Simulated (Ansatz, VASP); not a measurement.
# La3InB: VASP beside Ansatz, part 2 of 2

Wanted: the spread between two codes on one cell, functional and k mesh. The cell is taken from a series of runs on this material, whose earlier steps may have relaxed, scaled, displaced or heated it; both programs get it as it stands.

VASP 6.6.1 and Ansatz 0.2.0.

So far: Starting point; VASP: relaxation of cell and atoms, PBEsol, pair 1.

**3. Ansatz: relaxation of cell and atoms, PBEsol, pair 1**

Level of this step: Ansatz beside VASP: Kohn-Sham DFT, plane waves, PBEsol (Ansatz).

Ansatz runs on its PAW soft_1 files.

The same cell, functional, mesh and smearing now go to Ansatz, which takes its cutoff from its data sets.

Input file input.yaml:

```yaml
crystal:
  lattice:
    - [5.2095150191, 0.0, 0.0]
    - [0.0, 5.2095150191, 0.0]
    - [0.0, 0.0, 5.2441540145]
  atoms:
    - { symbol: La, position: [0.5, 0.5, 0.0] }
    - { symbol: La, position: [0.0, 0.5, 0.4411434755] }
    - { symbol: La, position: [0.5, 0.0, 0.5588565245] }
    - { symbol: In, position: [0.0, 0.0, 0.0] }
    - { symbol: B, position: [0.5, 0.5, 0.5] }
kpoints:
  mp_grid: { grid: [8, 8, 8] }
hamiltonian:
  xc: pbesol
  pseudopotentials: { kind: paw, azcp: { folder: soft_1 }, xc_functional: pbe }
scf:
  occupations: { method: methfessel_paxton, width: 0.2 }
output:
  forces: true
  stress: true
  eigenvalues: true
relax:
  adjacent_minimum: "off"
  f_tol: 0.001
  max_steps: 60
  cell: { stress_tol: 0.01 }
```

The run is started by

```console
$ ansatz run input.yaml --threads 4 --pin off --max-ram 10240MiB --backend cpu --events-out ev --progress --plain --runs-dir out
```

Numbers of over 12 decimals in the logs are rounded to 6 here.

The log of the run:

```text
Engine: ansatz 0.2.0, x86_64-unknown-linux-gnu
Pseudopotentials: kind: paw
Pseudopotential: La, paw, valence charge 11, recommended cutoff 420 eV (normal), soft_1/La.paw.azcp
Pseudopotential: In, paw, valence charge 13, recommended cutoff 420 eV (normal), soft_1/In.paw.azcp
Pseudopotential: B, paw, valence charge 3, recommended cutoff 420 eV (normal), soft_1/B.paw.azcp
Functional definition: PBEsol
  exchange = pbesol_x
  correlation = pbesol_c
Crystal: 5 atoms, lattice volume = 142.321 Å³
Basis set: ecut = 420 eV, 2793 PW (Γ), exchange–correlation on 72×72×72 points (8 copies of the dense FFT grid, shifted against one another)
Bands: 30, of which v1, the nominal top of the filled ones, is band 25 counted from 1 (24 counted from 0)
Symmetry: 8 space group operations
Space group: P-4m2 (ITA 115), of the structure as read, at distance tolerance 5.2e-5 Å
k-points: 75 of 512 (time reversal used)
Non-local potential: La, projectors of the file, l = 0: 3, l = 1: 2, l = 2: 2, l = 3: 3
Non-local potential: In, projectors of the file, l = 0: 2, l = 1: 2, l = 2: 2, l = 3: 1
Non-local potential: B, projectors of the file, l = 0: 2, l = 1: 2, l = 2: 1
PAW form: soft (Blöchl's): semilocal exchange-correlation on the pseudo side does not see the compensation charge
PAW frozen core: La, regenerated for the run's functional, and the local potential with it (the file was generated under x = pbe(κ = 0.804, μ = 0.219515), c = pbe(β = 0.066725))
PAW frozen core: In, regenerated for the run's functional, and the local potential with it (the file was generated under x = pbe(κ = 0.804, μ = 0.219515), c = pbe(β = 0.066725))
PAW frozen core: B, regenerated for the run's functional, and the local potential with it (the file was generated under x = pbe(κ = 0.804, μ = 0.219515), c = pbe(β = 0.066725))
PAW one-centre angular grid: La, 590 points (default); XC on 64 Gauss nodes
PAW one-centre angular grid: In, 590 points (default); XC on 64 Gauss nodes
PAW one-centre angular grid: B, 110 points (default); XC on 64 Gauss nodes
Initial density: superposition of atomic densities (chi_scale 0.1, normalization cell, long waves kept (reshape's long-wave potential 0.00 eV rms))
Initial wavefunctions: pseudopotential atomic-orbital guess
Functional: x = pbesol(κ = 0.804, μ = 0.123457), c = pbesol(β = 0.046)
SCF iter   1: F=—  HF=-24168.628253 eV  |F-HF|=—  |Δ(HF+E_count)|=         —  Δρ=6.89e-2  dr2=2.69e1  ethr=3.10e-3  ⟨swp⟩=4.9  Hψ=10660  notcnv=0
preconditioner: auto → Kerker (q_TF=auto, 2.284 Å⁻¹)  [metal: Δε(μ)=0.003 eV  Ē_g=10.968 eV  σ=0.200 eV  W_gap=0.01  n_scr=26 (ndim 8)  ℏωp=20.4 eV  f_vac=0.000  D(μ)=6.54/eV (n_scr^D=56)]
SCF iter   2: F=—  HF=-24164.169385 eV  |F-HF|=—  |Δ(HF+E_count)|=    4.46e0  S|Δr|=    0.00e0  Δρ=2.50e-2  dr2=3.89e0  ethr=3.10e-3  ⟨swp⟩=4.0  Hψ=5208  notcnv=0  defer=9
SCF iter   3: F=—  HF=-24163.418959 eV  |F-HF|=—  |Δ(HF+E_count)|=   7.50e-1  S|Δr|=    0.00e0  Δρ=1.03e-2  dr2=3.52e-1  ethr=3.10e-3  ⟨swp⟩=3.0  Hψ=4009  notcnv=0  defer=13
SCF iter   4: F=—  HF=-24163.329811 eV  |F-HF|=—  |Δ(HF+E_count)|=   8.91e-2  S|Δr|=    0.00e0  Δρ=1.52e-3  dr2=3.62e-3  ethr=7.19e-4  ⟨swp⟩=2.2  Hψ=3730  notcnv=0  defer=19
SCF iter   5: F=—  HF=-24163.329843 eV  |F-HF|=—  |Δ(HF+E_count)|=   3.17e-5  S|Δr|=    0.00e0  Δρ=5.39e-4  dr2=6.53e-4  ethr=7.40e-6  ⟨swp⟩=2.6  Hψ=3989  notcnv=0  defer=19
SCF iter   6: F=—  HF=-24163.329769 eV  |F-HF|=—  |Δ(HF+E_count)|=   7.42e-5  S|Δr|=    0.00e0  Δρ=1.44e-4  dr2=3.24e-5  ethr=1.33e-6  ⟨swp⟩=2.2  Hψ=3096  notcnv=0  defer=19
SCF iter   7: F=—  HF=-24163.329759 eV  |F-HF|=—  |Δ(HF+E_count)|=   1.00e-5  S|Δr|=    0.00e0  Δρ=6.02e-5  dr2=6.68e-6  ethr=6.62e-8  ⟨swp⟩=2.2  Hψ=3293  notcnv=0  defer=19
SCF iter   8: F=—  HF=-24163.329756 eV  |F-HF|=—  |Δ(HF+E_count)|=   2.27e-6  S|Δr|=    0.00e0  Δρ=1.37e-5  dr2=4.47e-7  ethr=1.36e-8  ⟨swp⟩=2.0  Hψ=3176  notcnv=0  defer=19
SCF iter   9: F=-24163.329756 eV  HF=-24163.329756 eV  |F-HF|=4.14e-9  |Δ(HF+E_count)|=   4.96e-8  S|Δr|=    0.00e0  Δρ=3.29e-6  dr2=1.86e-8  ethr=2.04e-10  ⟨swp⟩=11.9  Hψ=14688  notcnv=0
SCF 1 converged in 9 iterations: F = -24163.329756 eV  dr2 = 1.86e-8
  greatest PAW one-centre occupation: 0.980 electrons in one spin orbital (limit 2), on the In atom at site 3 (counted from 0), in its partial waves of l = 2
relax step   1: F+E_penalty+E_count = -24163.32975637 eV  Δ(F+E_penalty+E_count) = +0.000e0 eV  max|allowed force component| = 4.784e-4 eV/Å  Δτ_max = 0.0000 Å  P = -0.000 GPa  Ω = 142.321 Å³  (9 SCF iters, dr2 threshold 1.00e-7 eV, accepted)
Initial density: handed on by an earlier stage of this run
Initial wavefunctions: pseudopotential atomic-orbital guess (no wavefunctions were taken with the density)
iter 1 solved again at ethr=2.70e-7 eV; its pass at ethr=3.10e-3 eV (dr2=1.32e-4 eV) is discarded
SCF iter   1: F=—  HF=-24163.329762 eV  |F-HF|=—  |Δ(HF+E_count)|=         —  Δρ=3.29e-6  dr2=1.71e-8  ethr=2.70e-7  ⟨swp⟩=5.4  Hψ=17626  notcnv=0
eigensolver tolerance schedule: the retry pair's looser diagonalisation over-reported the residual by 7719.32 of it (diagonalisation noise at 2.05 of the residual, at the tolerance the schedule requests for it); recorded, not acted on — ethr = c·dr2/N_el stays at c = 1.0e-1
preconditioner: auto → Kerker (q_TF=auto, 2.284 Å⁻¹)  [metal: Δε(μ)=0.013 eV  Ē_g=11.760 eV  σ=0.200 eV  W_gap=0.05  n_scr=26 (ndim 8)  ℏωp=20.4 eV  f_vac=0.000  D(μ)=4.18/eV (n_scr^D=26)]
SCF iter   2: F=—  HF=-24163.329756 eV  |F-HF|=—  |Δ(HF+E_count)|=   5.73e-6  S|Δr|=    0.00e0  Δρ=2.08e-6  dr2=7.55e-9  ethr=3.49e-11  ⟨swp⟩=3.5  Hψ=5040  notcnv=0
SCF iter   3: F=—  HF=-24163.329756 eV  |F-HF|=—  |Δ(HF+E_count)|=  6.44e-10  S|Δr|=    0.00e0  Δρ=6.65e-7  dr2=8.64e-10  ethr=1.54e-11  ⟨swp⟩=2.4  Hψ=3960  notcnv=0
SCF iter   4: F=—  HF=-24163.329756 eV  |F-HF|=—  |Δ(HF+E_count)|=  1.09e-10  S|Δr|=    0.00e0  Δρ=2.24e-7  dr2=1.22e-10  ethr=1.76e-12  ⟨swp⟩=2.2  Hψ=3119  notcnv=0
SCF iter   5: F=—  HF=-24163.329756 eV  |F-HF|=—  |Δ(HF+E_count)|=    0.00e0  S|Δr|=    0.00e0  Δρ=7.15e-8  dr2=1.21e-11  ethr=1.00e-12  ⟨swp⟩=1.0  Hψ=2250  notcnv=0
SCF iter   6: F=-24163.329756 eV  HF=-24163.329756 eV  |F-HF|=0.00e0  |Δ(HF+E_count)|=  3.64e-12  S|Δr|=    0.00e0  Δρ=2.30e-8  dr2=1.46e-12  ethr=1.00e-12  ⟨swp⟩=6.3  Hψ=10535  notcnv=0
SCF 2 converged in 6 iterations: F = -24163.329756 eV  dr2 = 1.46e-12
relax step   2: F+E_penalty+E_count = -24163.32975638 eV  Δ(F+E_penalty+E_count) = -5.104e-9 eV  max|allowed force component| = 4.742e-4 eV/Å  Δτ_max = 0.0000 Å  P = -0.000 GPa  Ω = 142.321 Å³  stress off target by 2.33e-3 GPa  SCF on the basis re-selected at this cell (its energy is not comparable with the rows above)  (6 SCF iters)
basis re-selected at this cell: Δ(F+E_penalty+E_count) = -5.104e-9 eV, ΔP = -0.000 GPa vs the last step (what re-selecting the basis moved, of the pressure what is left beyond the Pulay correction that the steps carried, after the strain that the cell walked since its last selection, with what the two solves' SCF thresholds leave and, on support functions, any second-order correction that the steps lacked; it is no m [...]
SCF converged after 6 iterations
Stability not checked: this state was not tested for a lower state beside it, because cold or Methfessel-Paxton smearing, or corrected tetrahedra, fill the levels in a way that the test cannot read (fill_not_monotonic; see scf.lower_state_search)
Free energy (F): -24163.329756 eV
Harris-Foulkes:  -24163.329756 eV  (|F-HF|=0.00e0)
Internal energy: -24163.328530 eV  (E = F + TS)
E sigma→0 (E₀):  -24163.329450 eV
Entropy (-TS):   -0.001227 eV (-0.245 meV/atom)
Fermi energy:    10.349022 eV
--- Per-component energies (eV) ---
  E_band       = -139.475301
  E_kinetic    = 824.438293
  E_local      = -2097.373856  (includes V_loc(G=0)·N_el)
  E_nonlocal   = 604.021417
  E_hartree    = 796.404145
  E_xc         = -599.926431
  E_vxc        = -562.293050  (∫ρ·V_xc dr)
  E_paw        = -20198.177898  (= ΣΔE_a)
  E_vpaw       = -501.076516  (= ΣTr[D̂ρ^β])
  E_aug_tail   = 0.000138  (compensation charges beyond the density's cutoff)
  E_ewald      = -3493.472061
  E_core_change = 0.757723  (= ΣΔE_core)
  E_smearing   = -0.001227  (= −TS)
  E_closure    = 0.000000  (closes the sum)
  Σ components = -24163.329756   (vs F -24163.329756, Δ=0.00e0)
--- Forces (eV/Å), atoms counted from 1 ---
  atom   1  La     0.00000000     0.00000000     0.00000000
  atom   2  La    -0.00000000     0.00000000     0.00047417
  atom   3  La     0.00000000     0.00000000    -0.00047417
  atom   4  In     0.00000000     0.00000000     0.00000000
  atom   5  B      0.00000000     0.00000000     0.00000000
  max |Σ_I F_I| component: 6.25e-17 eV/Å
--- Stress (GPa, compression-positive) ---
       -0.001600       0.000000      -0.000000
        0.000000      -0.001600       0.000000
       -0.000000       0.000000       0.002330
  P = ⅓ Tr σ = -0.0003 GPa (-0.003 kbar)
--- Band table (eV; the first three rows and the last of 75) ---
  k-point 0: bands = [... 21 lower, 9.8644, 10.0170, 10.0882, 11.2481, 11.2955, 11.2955, 11.4300, 11.4300, ... 1 higher]
  k-point 1: bands = [... 21 lower, 9.8943, 10.0186, 10.0561, 10.9365, 11.1420, 11.1420, 11.4065, 11.5141, ... 1 higher]
  k-point 2: bands = [... 21 lower, 9.9596, 9.9596, 10.1618, 10.5924, 10.8945, 10.8945, 11.4546, 11.6801, ... 1 higher]
  k-point 74: bands = [... 21 lower, 7.9784, 10.7661, 10.7661, 10.8280, 11.7094, 11.8489, 11.8489, 11.8834, ... 1 higher]
--- Relaxed structure (1 steps of the walk, 1 accepted, 1 SCFs on fresh bases) ---
  F+E_penalty+E_count = -24163.32975638 eV   max|allowed force component| = 4.742e-4 eV/Å   (the final SCF, on the basis selected at the relaxed cell)
  cell:  # Å, volume = 142.3213 Å³
    - [5.2095150191, 0.0, 0.0]
    - [0.0, 5.2095150191, 0.0]
    - [0.0, 0.0, 5.2441540145]
  atoms:
    - { symbol: La, position: [0.5, 0.5, 0.0] }
    - { symbol: La, position: [0.0, 0.5, 0.4411434755] }
    - { symbol: La, position: [0.5, 0.0, 0.5588565245] }
    - { symbol: In, position: [0.0, 0.0, 0.0] }
    - { symbol: B, position: [0.5, 0.5, 0.500000] }
```

Reading the cycles: dr2 is the Hartree energy of the density residual (eV), the measure of convergence; HF is the Harris–Foulkes estimate of the energy, which meets the free energy F at convergence.

**4. Side by side**

Known differences besides the potentials themselves: the cutoff is 420 eV in Ansatz and 500 eV in VASP; Ansatz makes its cores anew for this functional, VASP keeps those of its PBE data sets; Ansatz adds a Pulay correction to the stress that steers its cell, VASP none. Total energies have different zeros and are not compared.

The two programs side by side:

```csv
quantity,Ansatz,VASP,difference
volume (Å³),142.32,142.25,+0.05 %
"edge a after relaxation, in the typed setting (Å)",5.210,5.208,+0.02 %
"edge c after relaxation, in the typed setting (Å)",5.244,5.244,+0.01 %
```

**5. VASP: relaxation of cell and atoms, PBEsol, pair 2**

The relaxed volume is the usual yardstick between codes: in a stiff, nearly cubic crystal its relative difference is about their pressure difference at one cell divided by the bulk modulus.

Input file INCAR:

```
SYSTEM = La3InB
PREC = Accurate
ENCUT = 500
EDIFF = 1E-07
NELM = 200
ISMEAR = 1
SIGMA = 0.2
LREAL = .FALSE.
ALGO = Normal
GGA = PS
NBANDS = 30
LASPH = .TRUE.
LORBIT = 11
LWAVE = .FALSE.
LCHARG = .FALSE.
ISIF = 3
IBRION = 2
NSW = 80
EDIFFG = -0.005
GGA_COMPAT = .FALSE.
NELMIN = 4
LMAXMIX = 6
KPAR = 2
```

Input file POSCAR:

```
La3InB
1.0
    5.2484410000      0.0000000000      0.0000000000
    0.0000000000      5.2484410000      0.0000000000
    0.0000000000      0.0000000000      5.2484410000
La In B
3 1 1
Direct
    0.4999999047      0.0000000000      0.4999999047
    0.4999999047      0.4999999047      0.0000000000
    0.0000000000      0.4999999047      0.4999999047
    0.0000000000      0.0000000000      0.0000000000
    0.4999999047      0.4999999047      0.4999999047
```

Input file KPOINTS:

```
Automatic mesh
0
Gamma
8 8 8
0 0 0
```

The projector-augmented-wave data sets are La, In_d and B (PBE family, release 64).

The run is started by

```console
$ mpirun -np 2 vasp_std
```

The log of the run:

```text
[banner, memory and clock lines left out]
running    2 mpi-ranks, on    1 nodes
[...]
[... a notice as in an earlier step ...]

 LDA part: xc-table for (Slater+PW92), standard interpolation
 POSCAR, INCAR and KPOINTS ok, starting setup
[...]
entering main loop
       N       E                     dE             d eps       ncg     rms          rms(c)
DAV:   1     0.600524170594E+03    0.60052E+03   -0.17194E+04  2108   0.218E+03
DAV:   2     0.114663817212E+03   -0.48586E+03   -0.47533E+03  3180   0.459E+02
DAV:   3    -0.135084456241E+02   -0.12817E+03   -0.12591E+03  3282   0.299E+02
DAV:   4    -0.290659652966E+02   -0.15558E+02   -0.14612E+02  3928   0.102E+02
[...]
DAV:  17    -0.267841011605E+02   -0.20311E-06   -0.19380E-06  3294   0.872E-03    0.541E-04
DAV:  18    -0.267841012853E+02   -0.12481E-06   -0.43576E-07  2496   0.517E-03    0.340E-04
DAV:  19    -0.267841012518E+02    0.33478E-07   -0.64267E-08  1810   0.380E-03
   1 F= -.26784101E+02 E0= -.26782601E+02  d E =-.267841E+02
[...]
N       E                     dE             d eps       ncg     rms          rms(c)
DAV:   1    -0.267846915425E+02   -0.59026E-03   -0.17462E-02  2472   0.130E+00    0.128E-01
DAV:   2    -0.267842328905E+02    0.45865E-03   -0.16328E-03  3224   0.568E-01    0.567E-02
DAV:   3    -0.267841179811E+02    0.11491E-03   -0.68170E-04  2964   0.251E-01    0.150E-02
DAV:   4    -0.267841194995E+02   -0.15185E-05   -0.56449E-05  3668   0.694E-02    0.106E-02
DAV:   5    -0.267841199849E+02   -0.48532E-06   -0.68467E-06  3810   0.219E-02    0.758E-03
DAV:   6    -0.267841215624E+02   -0.15775E-05   -0.16709E-06  3336   0.900E-03    0.365E-03
DAV:   7    -0.267841228790E+02   -0.13166E-05   -0.88931E-07  3318   0.623E-03    0.152E-03
DAV:   8    -0.267841234239E+02   -0.54488E-06   -0.26064E-07  2268   0.589E-03    0.335E-04
DAV:   9    -0.267841234524E+02   -0.28546E-07   -0.13539E-07  1662   0.462E-03
   2 F= -.26784123E+02 E0= -.26782626E+02  d E =-.222006E-04
 trial-energy change:   -0.000022  1 .order   -0.000022   -0.000059    0.000015
 step:   0.7946(harm=  0.7946)  dis= 0.00000  next Energy=   -26.784125 (dE=-0.235E-04)
 reached required accuracy - stopping structural energy minimisation
```

Parts of OUTCAR (step 5):

```text
  Total        0.0116935      0.0116935      0.0116935      0.0000000      0.0000000      0.0000000
  in kB        0.1297572      0.1297572      0.1297572      0.0000000      0.0000000      0.0000000
  external PRESSURE =       0.1297572 kB  Pullay stress =       0.0000000 kB

 POSITION                                       TOTAL-FORCE (eV/Angst)
 -----------------------------------------------------------------------------------
      2.62307      0.00000      2.62307         0.000000     -0.000000      0.000000
      2.62307      2.62307      0.00000        -0.000000      0.000000      0.000000
      0.00000      2.62307      2.62307         0.000000     -0.000000      0.000000
      0.00000      0.00000      0.00000        -0.000000      0.000000      0.000000
      2.62307      2.62307      2.62307        -0.000000      0.000000      0.000000
 -----------------------------------------------------------------------------------
    total drift:                                0.001403      0.001403      0.001403

  FREE ENERGIE OF THE ION-ELECTRON SYSTEM (eV)
  ---------------------------------------------------
  free  energy   TOTEN  =       -26.7841234524 eV

  energy  without entropy=      -26.7796301987  energy(sigma->0) =      -26.78262570

[... 1 part as in an earlier step ...]

[... 3 further parts left out ...]
[key lines of the parts left out:]
E-fermi :   7.0509
```

**6. Ansatz: relaxation of cell and atoms, PBEsol, pair 2**

The same cell, functional, mesh and smearing now go to Ansatz, which takes its cutoff from its data sets.

The cell is taken from a series of runs on this material, whose earlier steps may have relaxed, scaled, displaced or heated it; both programs get it as it stands.

input.yaml, the sections that differ from step 3:

```yaml
crystal:
  lattice:
    - [5.2484405256, 0.0, 0.0]
    - [0.0, 5.2484405256, 0.0]
    - [0.0, 0.0, 5.2484405256]
  atoms:
    - { symbol: La, position: [0.5, 0.0, 0.5] }
    - { symbol: La, position: [0.5, 0.5, 0.0] }
    - { symbol: La, position: [0.0, 0.5, 0.5] }
    - { symbol: In, position: [0.0, 0.0, 0.0] }
    - { symbol: B, position: [0.5, 0.5, 0.5] }
# kpoints, hamiltonian, scf, output, relax: as in step 3
```

The run is started by

```console
$ ansatz run input.yaml --threads 4 --pin off --max-ram 10240MiB --backend cpu --events-out ev --progress --plain --runs-dir out
```

The log of the run:

```text
[...]
Crystal: 5 atoms, lattice volume = 144.574 Å³
Basis set: ecut = 420 eV, 2801 PW (Γ), exchange–correlation on 72×72×72 points (8 copies of the dense FFT grid, shifted against one another)
Bands: 30, of which v1, the nominal top of the filled ones, is band 25 counted from 1 (24 counted from 0)
Symmetry: 48 space group operations
[...]
k-points: 35 of 512
[...]
--- Relaxed structure (3 steps of the walk, 3 accepted, 1 SCFs on fresh bases) ---
[...]
cell:  # Å, volume = 144.4782 Å³
    - [5.247279, 0, 0]
    - [0, 5.247279, 0]
    - [0, 0, 5.247279]
  atoms:
    - { symbol: La, position: [0.5, 0, 0.5] }
    - { symbol: La, position: [0.5, 0.5, 0] }
    - { symbol: La, position: [0, 0.5, 0.5] }
    - { symbol: In, position: [0, 0, 0] }
    - { symbol: B, position: [0.5, 0.5, 0.5] }
[key lines of the parts left out:]
SCF converged after 5 iterations
Free energy (F): -24163.260225 eV
Fermi energy:    10.105597 eV
P = ⅓ Tr σ = -0.0001 GPa (-0.001 kbar)
```

**7. Comparison**

Both answers:

```
                                         quantity  Ansatz    VASP  difference
                                      volume (Å³)  144.48  144.39     +0.06 %
edge a after relaxation, in the typed setting (Å)   5.247   5.246     +0.02 %
```

**8. Summary of results**

```yaml
difference_in_volume_relaxation_of_cell_and_atoms_pbesol_pair_1: 0.048 %
difference_in_volume_relaxation_of_cell_and_atoms_pbesol_pair_2: 0.065 %
```

What this shows: The difference in volume is 0.065 % (relaxation of cell and atoms, PBEsol, pair 2), within the 1.2 % picked in this series as the mark of a large difference, as far as the stopping tolerances let one tell. 2 further runs of this series are not shown here. How closely two codes agree says nothing of how well the functional describes the real material.

[Lines on the potential files, build, host, timing and source positions are cut from VASP's logs without a mark.]

[Logs are printed without paths, hosts, clocks, repeated set-up lines and the standing remarks that a program may print on its own settings, such as how far it seeks lower states.]

[Hosts, paths, dates, database ids (printed as entryN), source tags and the programs' standing remarks are cut or masked in the printed files.]
